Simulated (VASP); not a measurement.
Here is the system:

```
CELL_PARAMETERS angstrom
     -1.87578     1.87578     1.87578
      1.87578    -1.87578     1.87578
      1.87578     1.87578    -1.87578
ATOMIC_POSITIONS crystal
  Br 0.00000 0.00000 0.00000
```

Method: PBEsol GGA, VASP's PBE PAW potentials (set 64) (plane waves; VASP). Run with 400 eV cut-off, 9×9×9 Γ-centred mesh, Gaussian smearing of 0.050 eV, potentials Br.

Energy and stress use the plane-wave basis of the starting cell.

Problem. The ions, cell shape and volume are relaxed. What does this cell relax into?

Solution. 
```
CELL_PARAMETERS angstrom
     -1.82615     1.82615     1.82615
      1.82615    -1.82615     1.82615
      1.82615     1.82615    -1.82615
ATOMIC_POSITIONS crystal
  Br 0.00000 0.00000 0.00000
```
Space group Im-3m (229), at a tolerance of 0.03 Å.

Problem. How do energy and volume change from the first to the last step?

Solution. The energy (σ→0) changes by -18.8 meV/atom and the volume by -7.7 %, in 3 ionic steps.

The structure was generated: Br was put into the bcc type (Im-3m), which need not be its known phase. This run relaxes it. Symmetry was kept, so distortions that lower it aren't found.
